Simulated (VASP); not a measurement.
# NMgBrH2 in VASP: a series of runs

The runs below take NMgBrH2 through single point, relaxation of the atoms, atomic charges, electron localisation function, with PBE, PBE+TS, SCAN+D3(BJ), r2SCAN0+D3(BJ).

Program: VASP 6.6.1. These are calculated values, not measurements. Logs are shortened: lines on timing, memory, paths and dates and some standing lists are left out, and cuts for length are marked.

## 1. The structure

The cell holds a molecule in a box, 5 atoms: a = 13.000 Å, b = 13.000 Å, c = 12.000 Å, α = 90.00°, β = 90.00°, γ = 90.00°.

## 2. Single point, PBE (atoms moved at random, drawn with an rms of 0.05 Å)

File INCAR:

```
ALGO = Normal
EDIFF = 1E-6
ENCUT = 520
GGA = PE
ISIF = 2
ISMEAR = 0
LASPH = T
LCHARG = F
LREAL = F
LWAVE = F
NELM = 60
PREC = Accurate
SIGMA = 0.01
```

File KPOINTS:

```
k-points
0
Gamma
  1 1 1
```

File POSCAR:

```
MgH2BrN
1.0
   13.0000000000      0.0000000000      0.0000000000
    0.0000000000     13.0000000000      0.0000000000
    0.0000000000      0.0000000000     12.0000000000
N Mg Br H
1 1 1 2
Direct
    0.4141770000      0.5645050000      0.4651020000
    0.5139960000      0.4761050000      0.5242890000
    0.6385920000      0.3671380000      0.6045020000
    0.3973070000      0.6303020000      0.4829620000
    0.3624360000      0.5397440000      0.4071630000
```

Potentials or basis: VASP PAW PBE potentials, release 64 (N, Mg, Br, H).

On the command line:

```sh
$ cat potpaw_PBE.64/N/POTCAR potpaw_PBE.64/Mg/POTCAR potpaw_PBE.64/Br/POTCAR potpaw_PBE.64/H/POTCAR > POTCAR
$ mpirun -np 1 vasp_gam > vasp.out
```

OUTCAR:

```text
EDIFF = 1E-6
   ENCUT = 520
   GGA = PE
   ISIF = 2
   ISMEAR = 0
   LASPH = T
   LREAL = F
   NELM = 60
   PREC = Accurate

 ion  position               nearest neighbor table
   1  0.414  0.565  0.465-   4 0.91   5 1.02   2 1.87
   2  0.514  0.476  0.524-   1 1.87   3 2.36
   3  0.639  0.367  0.605-   2 2.36
   4  0.397  0.630  0.483-   1 0.91
   5  0.362  0.540  0.407-   1 1.02

  LATTYP: Found a simple tetragonal cell.
 ALAT       =    13.0000000000
 C/A-ratio  =     0.9230769231

  Lattice vectors:

 A1 = (  13.0000000000,   0.0000000000,   0.0000000000)
 A2 = (   0.0000000000,  13.0000000000,   0.0000000000)
 A3 = (   0.0000000000,   0.0000000000,  12.0000000000)

Analysis of symmetry for initial positions (statically):
=====================================================================
 Subroutine PRICEL returns:
 Original cell was already a primitive cell.

 Routine SETGRP: Setting up the symmetry group for a
 simple tetragonal supercell.

 Subroutine GETGRP returns: Found  1 space group operations
 (whereof  1 operations were pure point group operations)
 out of a pool of 16 trial point group operations.

The static configuration has the point symmetry C_1 .

Analysis of symmetry for dynamics (positions and initial velocities):
=====================================================================
 Subroutine PRICEL returns:
 Original cell was already a primitive cell.

 Routine SETGRP: Setting up the symmetry group for a
 simple tetragonal supercell.

 Subroutine GETGRP returns: Found  1 space group operations
 (whereof  1 operations were pure point group operations)
 out of a pool of 16 trial point group operations.

The dynamic configuration has the point symmetry C_1 .

 Subroutine INISYM returns: Found  1 space group operations
 (whereof  1 operations are pure point group operations),
 and found     1 'primitive' translations

----------------------------------------------------------------------------------------

                                     Primitive cell

  volume of cell :    2028.0000

  direct lattice vectors                    reciprocal lattice vectors
    13.000000000  0.000000000  0.000000000     0.076923077  0.000000000  0.000000000
     0.000000000 13.000000000  0.000000000     0.000000000  0.076923077  0.000000000
     0.000000000  0.000000000 12.000000000     0.000000000  0.000000000  0.083333333

  length of vectors
    13.000000000 13.000000000 12.000000000     0.076923077  0.076923077  0.083333333

  position of ions in fractional coordinates (direct lattice)
     0.414177000  0.564505000  0.465102000
     0.513996000  0.476105000  0.524289000
     0.638592000  0.367138000  0.604502000
     0.397307000  0.630302000  0.482962000
     0.362436000  0.539744000  0.407163000

  ion indices of the primitive-cell ions
   primitive index   ion index
                 1           1
                 2           2
                 3           3
                 4           4
                 5           5

----------------------------------------------------------------------------------------

 KPOINTS: k-points

Automatic generation of k-mesh.
 Grid dimensions read from file:
 generate k-points for:    1    1    1

 Generating k-lattice:

  Cartesian coordinates                     Fractional coordinates (reciprocal lattice)
     0.076923077  0.000000000  0.000000000     1.000000000  0.000000000  0.000000000
     0.000000000  0.076923077  0.000000000     0.000000000  1.000000000  0.000000000
     0.000000000  0.000000000  0.083333333     0.000000000  0.000000000  1.000000000

  Length of vectors
     0.076923077  0.076923077  0.083333333

  Shift w.r.t. Gamma in fractional coordinates (k-lattice)
     0.000000000  0.000000000  0.000000000

 Subroutine IBZKPT returns following result:
 ===========================================

 Found      1 irreducible k-points:

 Following reciprocal coordinates:
            Coordinates               Weight
  0.000000  0.000000  0.000000      1.000000
   k-points           NKPTS =      1   k-points in BZ     NKDIM =      1   number of bands    NBANDS=     12
   number of dos      NEDOS =    301   number of ions     NIONS =      5
   total plane-waves  NPLWV = 864360
   dimension x,y,z NGX =    98 NGY =   98 NGZ =   90
   dimension x,y,z NGXF=   196 NGYF=  196 NGZF=  180
   ions per type =               1   1   1   2
   NGX,Y,Z   is equivalent  to a cutoff of  12.53, 12.53, 12.47 a.u.
   NGXF,Y,Z  is equivalent  to a cutoff of  25.06, 25.06, 24.94 a.u.
 SYSTEM =  unknown system
   PREC   = accura    normal or accurate (medium, high low for compatibility)
   ISTART =      0    job   : 0-new  1-cont  2-samecut
   ICHARG =      2    charge: 1-file 2-atom 10-const
   ISPIN  =      1    spin polarized calculation?
   LNONCOLLINEAR =      F non collinear calculations
   LSORBIT =      F    spin-orbit coupling
   LASPH  =      T    aspherical Exc in radial PAW
   ENCUT  =  520.0 eV  38.22 Ry    6.18 a.u.  24.17 24.17 22.31*2*pi/ulx,y,z
   NELM   =     60;   NELMIN=  2; NELMDL= -5     # of ELM steps
   EDIFF  = 0.1E-05   stopping-criterion for ELM
   LREAL  =      F    real-space projection
   EDIFFG = 0.1E-04   stopping-criterion for IOM
   NSW    =      0    number of steps for IOM
   IBRION =     -1    ionic relax: 0-MD 1-quasi-New 2-CG
   NFREE  =      0    steps in history (QN), initial steepest desc. (CG)
   ISIF   =      2    stress and relaxation
   ISYM   =      2    0-nonsym 1-usesym 2-fastsym
   POTIM  = 0.5000    time-step for ionic-motion
   TEBEG  =    0.0;   TEEND  =   0.0 temperature during run
   PSTRESS=    0.0 pullay stress
   NELECT =      16.0000    total number of electrons
   NUPDOWN=      -1.0000    fix difference up-down
   EMIN   =  10.00;   EMAX   =-10.00  energy-range for DOS
   EFERMI =   0.00;   METHOD = LEGACY
   ISMEAR =     0;   SIGMA  =   0.01  broadening in eV -4-tet -1-fermi 0-gaus
   EFERMI_NEDOS =   21; number of points for ismear=-14 and -15
   IALGO  =     38    algorithm
   IMIX   =      4    mixing-type and parameters
     AMIX     =   0.40;   BMIX     =  1.00
     AMIX_MAG =   1.60;   BMIX_MAG =  1.00
  volume/ion in A,a.u.               =     405.60      2737.12
  Fermi-wavevector in a.u.,A,eV,Ry     =   0.325906  0.615873  1.445138  0.106215
  Thomas-Fermi vector in A             =   1.217307
   LORBIT       =      0    0 simple, 1 ext, 2 COOP (PROOUT), +10 PAW based schemes
   GGA     = PE    functional components
   LHFCALC =     F    Hartree Fock is set to
   AEXX    =    0.0000 exact exchange contribution
   IVDW    =     0    specifies the selected vdW correction
   LEPSILON=     F    determine dielectric tensor
   LRPA    =     F    only Hartree local field effects (RPA)
 non-spin polarized calculation
 Gauss-broadening in eV      SIGMA  =   0.01
  energy-cutoff  :      520.00
  volume of cell :     2028.00
 maximum number of plane-waves:     27285
 NGX is ok and might be reduce to    98
   NGX = 49   NGY = 49   NGZ = 45

 number of electron      15.9999997 magnetization

 Free energy of the ion-electron system (eV)
  ---------------------------------------------------
  ext. energy  EPLUGINS =         0.00000000
  ---------------------------------------------------
  free energy    TOTEN  =       -19.87991602 eV

  energy without entropy =      -19.87991602  energy(sigma->0) =      -19.87991602

 E-fermi :  -5.0753     XC(G=0):  -0.7365

 val. band max:       -5.1678683912   @ k =   0.0000   0.0000   0.0000
 cond. band min:      -1.8701675868   @ k =   0.0000   0.0000   0.0000
 fundamental gap:      3.2977008044
 Fermi energy:        -5.0753292313

 k-point     1 :       0.0000    0.0000    0.0000
  band No.  band energies     occupation
      1     -19.9051      2.00000
      2     -18.7384      2.00000
      3     -11.0468      2.00000
      4      -8.5417      2.00000
      5      -7.5809      2.00000
      6      -6.6294      2.00000
      7      -6.6204      2.00000
      8      -5.1679      2.00000
      9      -1.8702      0.00000
     10      -0.5298      0.00000
     11      -0.1898      0.00000
     12       0.0564      0.00000

------------------------ aborting loop because EDIFF is reached ----------------------------------------

  FORCE on cell =-STRESS in cart. coord.  units (eV):
  Direction    XX          YY          ZZ          XY          YZ          ZX
  --------------------------------------------------------------------------------------
  -------------------------------------------------------------------------------------
  Total        0.2899191      5.3180906      0.2978185     -1.3638653      1.3610713     -0.3353270
  in kB        0.2290443      4.2014419      0.2352851     -1.0774922      1.0752848     -0.2649178
  external PRESSURE =       1.5552571 kB  Pullay stress =       0.0000000 kB

 VOLUME and BASIS-vectors are now :
 -----------------------------------------------------------------------------
  energy-cutoff  :      520.00
  volume of cell :     2028.00
      direct lattice vectors                 reciprocal lattice vectors
    13.000000000  0.000000000  0.000000000     0.076923077  0.000000000  0.000000000
     0.000000000 13.000000000  0.000000000     0.000000000  0.076923077  0.000000000
     0.000000000  0.000000000 12.000000000     0.000000000  0.000000000  0.083333333

 POSITION                                       TOTAL-FORCE (eV/Angst)
 -----------------------------------------------------------------------------------
      5.38430      7.33856      5.58122         1.238779     -6.163197     -1.812752
      6.68195      6.18936      6.29147         0.251861     -0.153469      0.196174
      8.30170      4.77279      7.25402        -0.086753      0.067757     -0.071214
      5.16499      8.19393      5.79554        -1.483951      6.267279      1.652329
      4.71167      7.01667      4.88596         0.080063     -0.018370      0.035463
 -----------------------------------------------------------------------------------
    total drift:                                0.000370     -0.000349     -0.000365

  FREE ENERGIE OF THE ION-ELECTRON SYSTEM (eV)
  ---------------------------------------------------
  free  energy   TOTEN  =       -19.8799160212 eV

  energy  without entropy=      -19.8799160212  energy(sigma->0) =      -19.87991602
```

It took 74 s on 1 thread of AMD EPYC 9R45 (Zen 5), shared host; peak memory 1.5 GiB.

What came out:

```
Free energy                     : -19.8799 eV
Largest force                   : 6.649 eV/Å
Gap between the frontier levels : 3.30 eV
```

Forces in eV/Å, atoms in the order of the input:
```
N    1.239 -6.163 -1.813
Mg   0.252 -0.153  0.196
Br  -0.087  0.068 -0.071
H   -1.484  6.267  1.652
H    0.080 -0.018  0.035
```

## 3. Relaxation of the atoms, PBE (atoms moved at random, drawn with an rms of 0.02 Å)

File INCAR:

```
PREC = Accurate
ENCUT = 520
EDIFF = 1E-6
ISMEAR = 0
SIGMA = 0.01
LREAL = F
LASPH = T
NELM = 100
ALGO = Fast
ISIF = 2
LWAVE = F
LCHARG = F
GGA = PE
IBRION = 2
NSW = 60
EDIFFG = -0.01
```

File KPOINTS:

```
Automatic mesh
0
Gamma
  1 1 1
```

File POSCAR:

```
MgH2BrN
1.0
   13.0000000000      0.0000000000      0.0000000000
    0.0000000000     13.0000000000      0.0000000000
    0.0000000000      0.0000000000     12.0000000000
N Mg Br H
1 1 1 2
Direct
    0.4132380000      0.5606960000      0.4636610000
    0.5133700000      0.4737710000      0.5246420000
    0.6377380000      0.3703360000      0.6039360000
    0.3987690000      0.6371790000      0.4856940000
    0.3616400000      0.5422820000      0.4021890000
```

Potentials or basis: VASP PAW PBE potentials, release 64 (N, Mg, Br, H).

On the command line:

```sh
$ cat potpaw_PBE.64/N/POTCAR potpaw_PBE.64/Mg/POTCAR potpaw_PBE.64/Br/POTCAR potpaw_PBE.64/H/POTCAR > POTCAR
$ mpirun -np 1 vasp_gam > vasp.out
```

Wall time 9.9 min (1 thread of AMD EPYC 9R45 (Zen 5), shared host); peak memory 1.7 GiB.

The run converged. Its results:

| Item | Value |
| --- | --- |
| Free energy | -20.2034 eV |
| Energy gained by relaxing | 5.3 meV/atom |
| Ionic steps | 23 |
| Largest force after relaxing | 0.008 eV/Å |
| Gap between the frontier levels | 3.20 eV |

Forces in eV/Å, atoms in the order of the input:
```
N    0.002  0.006  0.003
Mg  -0.003  0.002  0.000
Br   0.001 -0.003 -0.001
H   -0.004 -0.003 -0.006
H    0.004 -0.003  0.004
```

The path:
| step | energy change (eV) | largest force (eV/Å) | pressure (GPa) |
| --- | --- | --- | --- |
| 1 | 0.0000 | 1.2331 | -0.01 |
| 2 | 0.1470 | 4.6680 | 0.10 |
| 3 | -0.0217 | 0.2909 | 0.01 |
| 4 | -0.0241 | 0.3008 | 0.02 |
| 5 | -0.0246 | 0.1922 | 0.01 |
| 6 | -0.0247 | 0.3255 | 0.00 |
| 7 | -0.0252 | 0.1255 | 0.01 |
| 8 | -0.0261 | 0.0575 | 0.00 |
| 9 | -0.0263 | 0.0520 | -0.01 |
| 10 | -0.0264 | 0.0679 | 0.00 |
| 11 | -0.0264 | 0.0673 | 0.00 |
| 12 | -0.0265 | 0.0374 | 0.00 |
| 13 | -0.0265 | 0.0218 | 0.00 |
| 14 | -0.0265 | 0.0161 | 0.00 |
| 15 | -0.0265 | 0.0306 | 0.00 |
| 16 | -0.0266 | 0.0230 | 0.00 |
| 17 | -0.0266 | 0.0229 | 0.00 |
| 18 | -0.0266 | 0.0285 | 0.00 |
| 19 | -0.0266 | 0.0259 | 0.00 |
| 20 | -0.0266 | 0.0181 | 0.00 |
| 21 | -0.0266 | 0.0258 | 0.00 |
| 22 | -0.0266 | 0.0145 | 0.00 |
| 23 | -0.0266 | 0.0081 | 0.00 |

Final structure:
```yaml
crystal:
  lattice:
    - [13.00000, 0.00000, 0.00000]
    - [0.00000, 13.00000, 0.00000]
    - [0.00000, 0.00000, 12.00000]
  atoms:
    - { symbol: N, position: [0.41233, 0.56162, 0.46301] }
    - { symbol: Mg, position: [0.51336, 0.47499, 0.52539] }
    - { symbol: Br, position: [0.63918, 0.36867, 0.60457] }
    - { symbol: H, position: [0.39872, 0.63592, 0.48499] }
    - { symbol: H, position: [0.36117, 0.54307, 0.40216] }
```

Levels at points of the mesh, in eV from the valence-band top:
```
           k point  band 6  band 7  band 8  band 9  band 10  band 11
(0.00, 0.00, 0.00)   -1.57   -1.56    0.00    3.20     4.57     4.91
```

## 4. Atomic charges, PBE+TS

File INCAR:

```
PREC = Accurate
ENCUT = 520
EDIFF = 1E-6
ISMEAR = 0
SIGMA = 0.01
LREAL = F
LASPH = T
NELM = 100
ALGO = Normal
ISIF = 2
LWAVE = F
LCHARG = T
GGA = PE
IVDW = 2
LORBIT = 10
LELF = T
LVHAR = T
LVACPOTAV = T
```

KPOINTS is that of step 3.

File POSCAR:

```
MgH2BrN
1.0
   13.0000000000      0.0000000000      0.0000000000
    0.0000000000     13.0000000000      0.0000000000
    0.0000000000      0.0000000000     12.0000000000
N Mg Br H
1 1 1 2
Direct
    0.4124576900      0.5605000000      0.4635500000
    0.5136115400      0.4752615400      0.5255583300
    0.6396346200      0.3690615400      0.6027833300
    0.3979730800      0.6341692300      0.4847666700
    0.3623653800      0.5411461500      0.4028833300
```

On the command line:

```sh
$ cat potpaw_PBE.64/N/POTCAR potpaw_PBE.64/Mg/POTCAR potpaw_PBE.64/Br/POTCAR potpaw_PBE.64/H/POTCAR > POTCAR
$ mpirun -np 1 vasp_gam > vasp.out
```

It took 94 s on 1 thread of AMD EPYC 9R45 (Zen 5), shared host; peak memory 1.5 GiB.

Results (log left out):

- Free energy: -20.2108 eV
- Largest force: 0.354 eV/Å
- Gap between the frontier levels: 3.26 eV
- Valence electrons inside the program's atomic spheres: N 3.91; Mg 0.39; Br 4.89; H 0.74
- Hirshfeld charges: N -0.44; Mg +0.61; Br -0.31; H +0.07 e
- Dispersion energy per atom: -0.002 eV

Forces in eV/Å, atoms in the order of the input:
```
N    0.149 -0.122  0.083
Mg   0.086 -0.072  0.047
Br   0.059 -0.051  0.035
H   -0.065  0.334  0.089
H   -0.230 -0.089 -0.255
```

Levels at points of the mesh, in eV from the valence-band top:
```csv
k point,band 6,band 7,band 8,band 9,band 10,band 11
"(0.00, 0.00, 0.00)",-1.55,-1.54,0.00,3.26,4.61,4.95
```

## 5. Electron localisation function, PBE

File INCAR:

```
PREC = Accurate
ENCUT = 520
EDIFF = 1E-6
ISMEAR = 0
SIGMA = 0.01
LREAL = F
LASPH = T
NELM = 80
ALGO = Normal
ISIF = 2
LWAVE = F
LCHARG = T
GGA = PE
LELF = T
```

KPOINTS is that of step 4.

POSCAR is that of step 4.

On the command line:

```sh
$ cat potpaw_PBE.64/N/POTCAR potpaw_PBE.64/Mg/POTCAR potpaw_PBE.64/Br/POTCAR potpaw_PBE.64/H/POTCAR > POTCAR
$ mpirun -np 1 vasp_gam > vasp.out
```

It took 81 s on 1 thread of AMD EPYC 9R45 (Zen 5), shared host; peak memory 1.5 GiB.

Results (log left out):

* Free energy: -20.1992 eV
* Largest force: 0.352 eV/Å
* Gap between the frontier levels: 3.26 eV

Forces on the atoms (eV/Å):
```
N    0.144 -0.117  0.080
Mg   0.081 -0.067  0.044
Br   0.066 -0.057  0.039
H   -0.064  0.331  0.090
H   -0.227 -0.090 -0.253
```

Levels at points of the mesh, in eV from the valence-band top:
| k point | band 5 | band 6 | band 7 | band 8 | band 9 | band 10 | band 11 | band 12 |
| --- | --- | --- | --- | --- | --- | --- | --- | --- |
| (0.00, 0.00, 0.00) | -2.48 | -1.55 | -1.54 | 0.00 | 3.26 | 4.61 | 4.95 | 5.16 |

## 6. Relaxation of the atoms, SCAN+D3(BJ)

File INCAR:

```
PREC = Accurate ; ENCUT = 520
EDIFF = 1E-6 ; ISMEAR = 0
SIGMA = 0.01 ; LREAL = F
LASPH = T ; NELM = 80
ALGO = Normal ; ISIF = 2
LWAVE = F ; LCHARG = F
METAGGA = SCAN ; LMIXTAU = T
IVDW = 12 ; IBRION = 2
NSW = 60 ; EDIFFG = -0.02
```

KPOINTS is that of step 5.

POSCAR is that of step 5.

Potentials or basis: VASP PAW PBE potentials, release 64 (N, Mg, Br, H).

On the command line:

```sh
$ cat potpaw_PBE.64/N/POTCAR potpaw_PBE.64/Mg/POTCAR potpaw_PBE.64/Br/POTCAR potpaw_PBE.64/H/POTCAR > POTCAR
$ mpirun -np 1 vasp_gam > vasp.out
```

Run time: 37 min. Hardware: 1 thread of AMD EPYC 9R45 (Zen 5), shared host; peak memory 2.1 GiB.

Results (log left out):

```
Free energy                     : -42.6281 eV
Energy gained by relaxing       : 0.2 meV/atom
Ionic steps                     : 7
Largest force after relaxing    : 0.009 eV/Å
Gap between the frontier levels : 3.93 eV
Dispersion energy per atom      : -0.003 eV
```

Forces on the atoms (eV/Å):
```
N    0.001 -0.003 -0.003
Mg   0.000  0.002 -0.002
Br  -0.008  0.004  0.000
H    0.004  0.005  0.006
H    0.002 -0.007  0.000
```

Step by step:
```csv
step,energy change (eV),largest force (eV/Å),pressure (GPa)
1,0.0000,0.1809,-0.01
2,0.0010,0.3824,-0.02
3,-0.0005,0.0803,-0.01
4,-0.0005,0.0775,-0.01
5,-0.0009,0.0780,-0.01
6,-0.0009,0.0405,-0.01
7,-0.0010,0.0086,-0.01
```

Final structure:
```
N Mg Br H
1.0
    13.00000    0.00000    0.00000
     0.00000   13.00000    0.00000
     0.00000    0.00000   12.00000
N Mg Br H
1 1 1 2
Direct
  0.41276 0.56026 0.46372
  0.51380 0.47512 0.52565
  0.63925 0.36937 0.60258
  0.39787 0.63406 0.48461
  0.36237 0.54133 0.40298
```

Levels at points of the mesh, in eV from the valence-band top:
| k point | band 6 | band 7 | band 8 | band 9 | band 10 | band 11 |
| --- | --- | --- | --- | --- | --- | --- |
| (0.00, 0.00, 0.00) | -1.63 | -1.62 | 0.00 | 3.93 | 5.28 | 5.65 |

Caveat: the PAW data sets were made with another functional, which shifts forces and pressure a little.

(Continued in part 2 of 2.)
